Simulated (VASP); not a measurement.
Output of a VASP run:

**OUTCAR**
```
 ion  position               nearest neighbor table
   1  0.000  0.000  0.000-
  LATTYP: Found a face centered cubic cell.
 ALAT       =     3.9114884490
 Subroutine PRICEL returns:
 Original cell was already a primitive cell.
 Subroutine GETGRP returns: Found 48 space group operations
The static configuration has the point symmetry O_h .
The dynamic configuration has the point symmetry O_h .
 Subroutine INISYM returns: Found 48 space group operations
 Subroutine IBZKPT returns following result:
 Found    195 irreducible k-points:

 Following reciprocal coordinates:
            Coordinates               Weight
  0.000000  0.000000  0.000000      1.000000
  0.055556  0.000000  0.000000      8.000000
  0.111111  0.000000  0.000000      8.000000
  0.166667  0.000000  0.000000      8.000000
  0.222222  0.000000  0.000000      8.000000
  0.277778  0.000000  0.000000      8.000000
  0.333333  0.000000  0.000000      8.000000
  0.388889  0.000000  0.000000      8.000000
  0.444444  0.000000  0.000000      8.000000
  0.500000  0.000000  0.000000      4.000000
  0.055556  0.055556  0.000000      6.000000
  0.111111  0.055556  0.000000     24.000000
  0.166667  0.055556  0.000000     24.000000
  0.222222  0.055556  0.000000     24.000000
  0.277778  0.055556  0.000000     24.000000
  0.333333  0.055556  0.000000     24.000000
  0.388889  0.055556  0.000000     24.000000
  0.444444  0.055556  0.000000     24.000000
  0.500000  0.055556  0.000000     24.000000
 -0.444444  0.055556  0.000000     24.000000
 -0.388889  0.055556  0.000000     24.000000
 -0.333333  0.055556  0.000000     24.000000
 -0.277778  0.055556  0.000000     24.000000
 -0.222222  0.055556  0.000000     24.000000
 -0.166667  0.055556  0.000000     24.000000
 -0.111111  0.055556  0.000000     24.000000
 -0.055556  0.055556  0.000000     12.000000
  0.111111  0.111111  0.000000      6.000000
  0.166667  0.111111  0.000000     24.000000
  0.222222  0.111111  0.000000     24.000000
  0.277778  0.111111  0.000000     24.000000
  0.333333  0.111111  0.000000     24.000000
  0.388889  0.111111  0.000000     24.000000
  0.444444  0.111111  0.000000     24.000000
  0.500000  0.111111  0.000000     24.000000
 -0.444444  0.111111  0.000000     24.000000
 -0.388889  0.111111  0.000000     24.000000
 -0.333333  0.111111  0.000000     24.000000
 -0.277778  0.111111  0.000000     24.000000
 -0.222222  0.111111  0.000000     24.000000
   k-points           NKPTS =    195   k-points in BZ     NKDIM =    195   number of bands    NBANDS=      9
   number of dos      NEDOS =    601   number of ions     NIONS =      1
   total plane-waves  NPLWV =   5832
   dimension x,y,z NGX =    18 NGY =   18 NGZ =   18
   dimension x,y,z NGXF=    36 NGYF=   36 NGZF=   36
   ions per type =               1
   PREC   = accura    normal or accurate (medium, high low for compatibility)
   ISTART =      0    job   : 0-new  1-cont  2-samecut
   ICHARG =      2    charge: 1-file 2-atom 10-const
   ISPIN  =      1    spin polarized calculation?
   LNONCOLLINEAR =      F non collinear calculations
   LSORBIT =      F    spin-orbit coupling
   INIWAV =      1    electr: 0-lowe 1-rand  2-diag
   ENCUT  =  400.0 eV  29.40 Ry    5.42 a.u.   4.51  4.51  4.51*2*pi/ulx,y,z
   NELM   =    100;   NELMIN=  2; NELMDL= -5     # of ELM steps
   EDIFF  = 0.1E-06   stopping-criterion for ELM
   LREAL  =      F    real-space projection
   NLSPLINE    = F    spline interpolate recip. space projectors
   LMAXMIX     =    4 max onsite mixed and CHGCAR
   VOSKOWN=      0    Vosko Wilk Nusair interpolation
   EDIFFG = 0.1E-05   stopping-criterion for IOM
   NSW    =      0    number of steps for IOM
   NBLOCK =      1;   KBLOCK =      1    inner block; outer block
   IBRION =     -1    ionic relax: 0-MD 1-quasi-New 2-CG
   NFREE  =      0    steps in history (QN), initial steepest desc. (CG)
...
```

### OSZICAR
```
       N       E                     dE             d eps       ncg     rms          rms(c)
DAV:   1     0.122256380008E+02    0.12226E+02   -0.45964E+03  3535   0.858E+02
DAV:   2    -0.257565024186E+02   -0.37982E+02   -0.37191E+02  3692   0.177E+02
DAV:   3    -0.260664756148E+02   -0.30997E+00   -0.30896E+00  4407   0.186E+01
DAV:   4    -0.260682622860E+02   -0.17867E-02   -0.17849E-02  4432   0.121E+00
DAV:   5    -0.260682869238E+02   -0.24638E-04   -0.24611E-04  4594   0.986E-02    0.848E+00
DAV:   6    -0.227329426081E+02    0.33353E+01   -0.70376E+00  3618   0.244E+01    0.405E+00
DAV:   7    -0.229455574534E+02   -0.21261E+00   -0.84371E-01  3804   0.640E+00    0.243E+00
DAV:   8    -0.229417105978E+02    0.38469E-02   -0.24801E-02  3645   0.121E+00    0.307E-01
DAV:   9    -0.229472951715E+02   -0.55846E-02   -0.61093E-03  4064   0.687E-01    0.102E-01
DAV:  10    -0.229473628611E+02   -0.67690E-04   -0.70004E-04  4256   0.226E-01    0.465E-02
DAV:  11    -0.229474205722E+02   -0.57711E-04   -0.26974E-04  4889   0.119E-01    0.372E-02
DAV:  12    -0.229474261192E+02   -0.55471E-05   -0.41667E-05  3731   0.615E-02    0.164E-02
DAV:  13    -0.229474598130E+02   -0.33694E-04   -0.29820E-05  3852   0.392E-02    0.272E-03
DAV:  14    -0.229474629168E+02   -0.31037E-05   -0.54874E-06  3737   0.155E-02    0.157E-03
DAV:  15    -0.229474636599E+02   -0.74314E-06   -0.30993E-07  3785   0.503E-03    0.912E-04
DAV:  16    -0.229474615855E+02    0.20745E-05   -0.63586E-08  2108   0.228E-03    0.187E-04
DAV:  17    -0.229474619559E+02   -0.37040E-06   -0.38361E-09  1919   0.497E-04    0.989E-05
DAV:  18    -0.229474615135E+02    0.44240E-06   -0.16126E-09  1929   0.478E-04    0.242E-05
DAV:  19    -0.229474616253E+02   -0.11181E-06   -0.43252E-10  1916   0.258E-04    0.521E-06
DAV:  20    -0.229474615761E+02    0.49163E-07   -0.90828E-11  1890   0.672E-05
   1 F= -.22947462E+02 E0= -.22947462E+02  d E =0.000000E+00
       N       E                     dE             ncg
```

### OUTCAR
```
------------------------ aborting loop because EDIFF is reached ----------------------------------------
  FORCE on cell =-STRESS in cart. coord.  units (eV):
  Direction    XX          YY          ZZ          XY          YZ          ZX
  --------------------------------------------------------------------------------------
  Total       -0.0169800     -0.0169800     -0.0169800     -0.0000000      0.0000000     -0.0000000
  in kB       -1.8183695     -1.8183695     -1.8183695     -0.0000000      0.0000000     -0.0000000
  external PRESSURE =      -1.8183695 kB  Pullay stress =       0.0000000 kB
  volume of cell :       14.96
      direct lattice vectors                 reciprocal lattice vectors
     0.000000000  1.955744225  1.955744225    -0.255657153  0.255657153  0.255657153
     1.955744225  0.000000000  1.955744225     0.255657153 -0.255657153  0.255657153
     1.955744225  1.955744225  0.000000000     0.255657153  0.255657153 -0.255657153
 POSITION                                       TOTAL-FORCE (eV/Angst)
 -----------------------------------------------------------------------------------
      0.00000      0.00000      0.00000         0.000000      0.000000      0.000000
 -----------------------------------------------------------------------------------
    total drift:                                0.000000     -0.000000      0.000000
  FREE ENERGIE OF THE ION-ELECTRON SYSTEM (eV)
  ---------------------------------------------------
  free  energy   TOTEN  =       -22.9474615761 eV

  energy  without entropy=      -22.9474615761  energy(sigma->0) =      -22.94746158

 total charge

# of ion       s       p       d       tot
------------------------------------------
    1        0.506   0.446   8.500   9.452
```
(Selected blocks of OUTCAR.)

POSCAR:
```
Pd
1
    0.0000000000     1.9557442245     1.9557442245
    1.9557442245    -0.0000000000     1.9557442245
    1.9557442245     1.9557442245     0.0000000000
Pd
1
Direct
  0.0000000000   0.0000000000   0.0000000000
```

Q: Reconstruct the remaining input files.

A: One answer among several that fit: the input of the run itself, r2SCAN meta-GGA, plane waves, VASP's PBE PAW potentials (set 64).

**INCAR**
```
ALGO = Normal
EDIFF = 1E-7
ENCUT = 400
ISIF = 2
ISMEAR = -5
LASPH = .TRUE.
LCHARG = .FALSE.
LMAXMIX = 4
LMIXTAU = .TRUE.
LORBIT = 11
LREAL = .FALSE.
LWAVE = .FALSE.
METAGGA = R2SCAN
NEDOS = 601
NELM = 100
PREC = Accurate
SYSTEM = Pd
```

### KPOINTS_OPT
```
k-points along high-symmetry lines
10
Line-mode
Reciprocal
  0.000000   0.000000   0.000000 ! GAMMA
  0.500000   0.000000   0.500000 ! X

  0.500000   0.000000   0.500000 ! X
  0.625000   0.250000   0.625000 ! U

  0.375000   0.375000   0.750000 ! K
  0.000000   0.000000   0.000000 ! GAMMA

  0.000000   0.000000   0.000000 ! GAMMA
  0.500000   0.500000   0.500000 ! L

  0.500000   0.500000   0.500000 ! L
  0.500000   0.250000   0.750000 ! W

  0.500000   0.250000   0.750000 ! W
  0.500000   0.000000   0.500000 ! X
```

KPOINTS:
```
Automatic mesh
0
Gamma
18 18 18
0 0 0
```

POTCAR, in this order: Pd (PBE.64 set). Program: vasp_std.

For a metal the tetrahedron method with Blöchl corrections gives inexact stress and forces.

The compound is Pd in the fcc structure. It was relaxed first.
